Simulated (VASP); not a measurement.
Output of a VASP run:

**OUTCAR**
```
 ion  position               nearest neighbor table
   1  0.333  0.667  0.250-   2 2.38   2 2.38   2 2.38   2 2.38   2 2.38   2 2.38
   2  0.667  0.333  0.750-   1 2.38   1 2.38   1 2.38   1 2.38   1 2.38   1 2.38
  LATTYP: Found a hexagonal cell.
 ALAT       =     2.3977999435
 C/A-ratio  =     1.6142704095
 Subroutine PRICEL returns:
 Original cell was already a primitive cell.
 Subroutine GETGRP returns: Found 24 space group operations
The static configuration has the point symmetry D_3d.
 The point group associated with its full space group is D_6h.
The dynamic configuration has the point symmetry D_3d.
The overall configuration has the point symmetry D_3d.
 Subroutine INISYM returns: Found 24 space group operations
 Subroutine IBZKPT returns following result:
 Found    198 irreducible k-points:

 Following reciprocal coordinates:
            Coordinates               Weight
  0.000000  0.000000  0.000000      1.000000
  0.058824  0.000000  0.000000      6.000000
  0.117647  0.000000  0.000000      6.000000
  0.176471  0.000000  0.000000      6.000000
  0.235294  0.000000  0.000000      6.000000
  0.294118  0.000000  0.000000      6.000000
  0.352941  0.000000  0.000000      6.000000
  0.411765  0.000000  0.000000      6.000000
  0.470588  0.000000  0.000000      6.000000
  0.058824  0.058824  0.000000      6.000000
  0.117647  0.058824  0.000000     12.000000
  0.176471  0.058824  0.000000     12.000000
  0.235294  0.058824  0.000000     12.000000
  0.294118  0.058824  0.000000     12.000000
  0.352941  0.058824  0.000000     12.000000
  0.411765  0.058824  0.000000     12.000000
  0.470588  0.058824  0.000000      6.000000
  0.117647  0.117647  0.000000      6.000000
  0.176471  0.117647  0.000000     12.000000
  0.235294  0.117647  0.000000     12.000000
  0.294118  0.117647  0.000000     12.000000
  0.352941  0.117647  0.000000     12.000000
  0.411765  0.117647  0.000000     12.000000
  0.176471  0.176471  0.000000      6.000000
  0.235294  0.176471  0.000000     12.000000
  0.294118  0.176471  0.000000     12.000000
  0.352941  0.176471  0.000000     12.000000
  0.411765  0.176471  0.000000      6.000000
  0.235294  0.235294  0.000000      6.000000
  0.294118  0.235294  0.000000     12.000000
  0.352941  0.235294  0.000000     12.000000
  0.294118  0.294118  0.000000      6.000000
  0.352941  0.294118  0.000000      6.000000
  0.000000  0.000000  0.100000      2.000000
  0.058824  0.000000  0.100000     12.000000
  0.117647  0.000000  0.100000     12.000000
  0.176471  0.000000  0.100000     12.000000
  0.235294  0.000000  0.100000     12.000000
  0.294118  0.000000  0.100000     12.000000
  0.352941  0.000000  0.100000     12.000000
   k-points           NKPTS =    198   k-points in BZ     NKDIM =    198   number of bands    NBANDS=     15
   number of dos      NEDOS =    301   number of ions     NIONS =      2
   total plane-waves  NPLWV =   9072
   dimension x,y,z NGX =    18 NGY =   18 NGZ =   28
   dimension x,y,z NGXF=    36 NGYF=   36 NGZF=   56
   ions per type =               2
   PREC   = accura    normal or accurate (medium, high low for compatibility)
   ISTART =      0    job   : 0-new  1-cont  2-samecut
   ICHARG =      2    charge: 1-file 2-atom 10-const
   ISPIN  =      2    spin polarized calculation?
   LNONCOLLINEAR =      F non collinear calculations
   LSORBIT =      F    spin-orbit coupling
   INIWAV =      1    electr: 0-lowe 1-rand  2-diag
   ENCUT  =  500.0 eV  36.75 Ry    6.06 a.u.   4.37  4.37  7.06*2*pi/ulx,y,z
   NELM   =    100;   NELMIN=  2; NELMDL= -5     # of ELM steps
   EDIFF  = 0.1E-05   stopping-criterion for ELM
   LREAL  =      F    real-space projection
   NLSPLINE    = F    spline interpolate recip. space projectors
   LMAXMIX     =    4 max onsite mixed and CHGCAR
   VOSKOWN=      0    Vosko Wilk Nusair interpolation
   EDIFFG = -.2E-01   stopping-criterion for IOM
...
```

**OSZICAR**
```
       N       E                     dE             d eps       ncg     rms          rms(c)
DAV:   1     0.766890504356E+02    0.76689E+02   -0.81049E+03 12232   0.158E+03
DAV:   2    -0.157061094964E+02   -0.92395E+02   -0.85386E+02 11901   0.256E+02
DAV:   3    -0.178373011377E+02   -0.21312E+01   -0.20792E+01 14239   0.549E+01
DAV:   4    -0.178719854660E+02   -0.34684E-01   -0.34676E-01 17158   0.534E+00
DAV:   5    -0.178722680077E+02   -0.28254E-03   -0.28253E-03 14642   0.472E-01    0.178E+01
DAV:   6    -0.156978384527E+02    0.21744E+01   -0.12906E+01 13028   0.758E+01    0.665E+00
DAV:   7    -0.154336457421E+02    0.26419E+00   -0.14874E+00 13980   0.245E+01    0.417E+00
DAV:   8    -0.154074178237E+02    0.26228E-01   -0.18239E-02 16655   0.154E+00    0.218E+00
DAV:   9    -0.153903350256E+02    0.17083E-01   -0.29888E-03 18606   0.982E-01    0.698E-01
DAV:  10    -0.153908598602E+02   -0.52483E-03   -0.25102E-03 16304   0.811E-01    0.131E-01
DAV:  11    -0.153909791346E+02   -0.11927E-03   -0.16843E-04 16766   0.196E-01    0.360E-02
DAV:  12    -0.153909794071E+02   -0.27248E-06   -0.42338E-06 14181   0.243E-02
   1 F= -.12985148E+02 E0= -.12984989E+02  d E =-.129851E+02  mag=     3.0017
```

**OUTCAR**
```
------------------------ aborting loop because EDIFF is reached ----------------------------------------
  FORCE on cell =-STRESS in cart. coord.  units (eV):
  Direction    XX          YY          ZZ          XY          YZ          ZX
  --------------------------------------------------------------------------------------
  Total        2.3863885      2.3863890      2.4136175      0.0000000      0.0000000     -0.0000000
  in kB      198.3837038    198.3837464    200.6472878      0.0000000      0.0000000     -0.0000000
  external PRESSURE =      -0.8617540 kB  Pullay stress =     200.0000000 kB
  volume of cell :       19.27
      direct lattice vectors                 reciprocal lattice vectors
     1.198899875 -2.076555720  0.000000000     0.417049005 -0.240783329  0.000000000
     1.198899875  2.076555720  0.000000000     0.417049005  0.240783329  0.000000000
     0.000000000  0.000000000  3.870697497     0.000000000  0.000000000  0.258351370
 POSITION                                       TOTAL-FORCE (eV/Angst)
 -----------------------------------------------------------------------------------
      1.19890      0.69219      0.96767        -0.000000      0.000000      0.000000
      1.19890     -0.69219      2.90302         0.000000     -0.000000      0.000000
 -----------------------------------------------------------------------------------
    total drift:                               -0.000021     -0.000012     -0.000030
  FREE ENERGIE OF THE ION-ELECTRON SYSTEM (eV)
  ---------------------------------------------------
  free  energy   TOTEN  =       -15.3909794071 eV

  energy  without entropy=      -15.3905026172  energy(sigma->0) =      -15.39082048
  enthalpy is  TOTEN    =       -12.9851482527 eV   P V=        2.4058311544

 total charge

# of ion       s       p       d       tot
------------------------------------------
    1        0.542   0.637   7.353   8.532
    2        0.542   0.637   7.353   8.532
--------------------------------------------------
tot          1.084   1.273  14.706  17.064

 magnetization (x)

# of ion       s       p       d       tot
------------------------------------------
    1       -0.016  -0.051   1.562   1.496
    2       -0.016  -0.051   1.562   1.496
--------------------------------------------------
tot         -0.032  -0.102   3.125   2.991

 reached required accuracy - stopping structural energy minimisation
```
(Selected blocks of OUTCAR.)

**POSCAR**
```
Co
1
    1.1988998752    -2.0765557200     0.0000000000
    1.1988998752     2.0765557200     0.0000000000
   -0.0000000000     0.0000000000     3.8706974966
Co
2
Direct
  0.3333330000   0.6666670000   0.2500000000
  0.6666670000   0.3333330000   0.7500000000
```

Q: Write an INCAR and KPOINTS that could have produced this output.

A: Several could match; the one computed here: the input of the run itself, PBEsol GGA, plane waves, VASP's PBE PAW potentials (set 64).

**INCAR**
```
! general
SYSTEM   =  Co
PREC     =  Accurate
ENCUT    =  500
LREAL    =  .FALSE.
LASPH    =  .TRUE.

! electronic loop
EDIFF    =  1E-6
NELM     =  100
ALGO     =  Normal
LMAXMIX  =  4

! smearing
ISMEAR   =  1
SIGMA    =  0.1

! functional
GGA      =  PS

! spin
ISPIN    =  2
MAGMOM   =  2*1.6

! ions
IBRION   =  2
NSW      =  40
ISIF     =  3
EDIFFG   =  -0.02
PSTRESS  =  200

! output
LWAVE    =  .FALSE.
LCHARG   =  .FALSE.
LORBIT   =  10
```

**KPOINTS**
```
Automatic mesh
0
Gamma
17 17 10
0 0 0
```

POTCAR, in this order: Co (PBE.64 set). Program: vasp_std.

The compound is Co in the hcp structure. It was relaxed first under an external pressure of 20 GPa.
